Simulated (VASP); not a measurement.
Method: PBEsol GGA, VASP's PBE PAW potentials (set 64) (plane waves; VASP).

The input files of a VASP run:

**INCAR**
```
# general
SYSTEM =NbP
PREC   =Accurate
ENCUT  =400
LREAL  =.False.
LASPH  =.True.

# electronic loop
EDIFF  =1E-6
NELM   =100
ALGO   =Normal
LMAXMIX=4

# smearing
ISMEAR =1
SIGMA  =0.1

# functional
GGA    =PS

# ions
IBRION =2
NSW    =60
ISIF   =3
EDIFFG =-0.02

# output
LWAVE  =.False.
LCHARG =.False.
```

### KPOINTS
```
Automatic
0
G
12 12 12
```

File POSCAR:
```
NbP
1
   -1.6580883090     1.6580883090     5.6477979625
    1.6580883090    -1.6580883090     5.6477979625
    1.6580883090     1.6580883090    -5.6477979625
Nb P
2 2
Direct
  0.7501163075   0.7501163075   0.0000000000
  0.5001163075   0.0001163075   0.5000000000
  0.3325136925   0.3325136925   0.0000000000
  0.0825136925   0.5825136925   0.5000000000
```

POTCAR, in this order: Nb_sv P (PBE.64 set). Program: vasp_std.

What VASP printed:

OSZICAR:
```
       N       E                     dE             d eps       ncg     rms          rms(c)
DAV:   1     0.298127198405E+03    0.29813E+03   -0.17311E+04  7204   0.135E+03
DAV:   2    -0.135493411536E+02   -0.31168E+03   -0.30630E+03  8828   0.500E+02
DAV:   3    -0.388012144904E+02   -0.25252E+02   -0.24974E+02 13208   0.103E+02
DAV:   4    -0.400854363669E+02   -0.12842E+01   -0.12805E+01 10354   0.213E+01
DAV:   5    -0.401485649681E+02   -0.63129E-01   -0.63106E-01 12172   0.483E+00    0.139E+01
DAV:   6    -0.378487148865E+02    0.22999E+01   -0.11668E+01 10504   0.221E+01    0.517E+00
DAV:   7    -0.378453512572E+02    0.33636E-02   -0.67656E-01 12278   0.441E+00    0.298E+00
DAV:   8    -0.378338801096E+02    0.11471E-01   -0.59704E-02  9342   0.173E+00    0.525E-01
DAV:   9    -0.378338939206E+02   -0.13811E-04   -0.92921E-03 12178   0.731E-01    0.279E-01
DAV:  10    -0.378340766519E+02   -0.18273E-03   -0.10177E-03  9044   0.332E-01    0.474E-02
DAV:  11    -0.378340494251E+02    0.27227E-04   -0.17442E-04 11714   0.765E-02    0.162E-02
DAV:  12    -0.378340473555E+02    0.20696E-05   -0.75424E-06  9602   0.269E-02    0.596E-03
DAV:  13    -0.378340471329E+02    0.22255E-06   -0.38510E-07  6520   0.578E-03
   1 F= -.37834047E+02 E0= -.37833884E+02  d E =-.378340E+02
       N       E                     dE             d eps       ncg     rms          rms(c)
DAV:   1    -0.378345571952E+02   -0.50984E-03   -0.25028E-02  7946   0.143E+00    0.113E-01
DAV:   2    -0.378342779573E+02    0.27924E-03   -0.14068E-03  9176   0.336E-01    0.611E-02
DAV:   3    -0.378341642615E+02    0.11370E-03   -0.36108E-04 10286   0.154E-01    0.128E-02
DAV:   4    -0.378341653526E+02   -0.10911E-05   -0.27868E-05  9426   0.424E-02    0.747E-03
DAV:   5    -0.378341653454E+02    0.71377E-08   -0.17205E-06  6812   0.129E-02
   2 F= -.37834165E+02 E0= -.37834009E+02  d E =-.118213E-03
```

File OUTCAR:
```
------------------------ aborting loop because EDIFF is reached ----------------------------------------
  FORCE on cell =-STRESS in cart. coord.  units (eV):
  Direction    XX          YY          ZZ          XY          YZ          ZX
  --------------------------------------------------------------------------------------
  Total        0.0035297      0.0035297     -0.0238570      0.0000000      0.0000000      0.0000000
  in kB        0.0910646      0.0910646     -0.6154950      0.0000000      0.0000000      0.0000000
  external PRESSURE =      -0.1444553 kB  Pullay stress =       0.0000000 kB
  volume of cell :       62.10
      direct lattice vectors                 reciprocal lattice vectors
    -1.658974644  1.658974644  5.641080064     0.000000000  0.301390984  0.088635509
     1.658974644 -1.658974644  5.641080064     0.301390984  0.000000000  0.088635509
     1.658974644  1.658974644 -5.641080064     0.301390984  0.301390984  0.000000000
 POSITION                                       TOTAL-FORCE (eV/Angst)
 -----------------------------------------------------------------------------------
      0.00000      0.00000      8.46341        -0.000000      0.000000      0.010756
      0.00000      1.65897      0.00179         0.000000     -0.000000      0.010756
      1.65897      1.65897     -1.89008        -0.000000     -0.000000     -0.010756
      1.65897      0.00000      0.93046         0.000000      0.000000     -0.010756
 -----------------------------------------------------------------------------------
    total drift:                                0.000000      0.000000      0.000526
  FREE ENERGIE OF THE ION-ELECTRON SYSTEM (eV)
  ---------------------------------------------------
  free  energy   TOTEN  =       -37.8341653454 eV

  energy  without entropy=      -37.8336960822  energy(sigma->0) =      -37.83400892

 reached required accuracy - stopping structural energy minimisation
```
(Selected blocks of OUTCAR.)

File CONTCAR:
```
NbP
   1.00000000000000
    -1.6589746444945190    1.6589746444945190    5.6410800644279071
     1.6589746444945190   -1.6589746444945190    5.6410800644279071
     1.6589746444945190    1.6589746444945190   -5.6410800644279071
  Nb              P
     2     2
Direct
     0.7501583565525453    0.7501583565525453    0.0000000000000000
     0.5001583565525453    0.0001583565525452    0.5000000000000000
     0.3324716434474566    0.3324716434474566    1.0000000000000000
     0.0824716434474565    0.5824716434474565    0.5000000000000000
```

The structure comes from a computed database's NbP entry (I4_1md); how it stands against other phases isn't given here. This run relaxes it. Symmetry was kept, so distortions that lower it aren't found. The start is the result of an earlier pass.
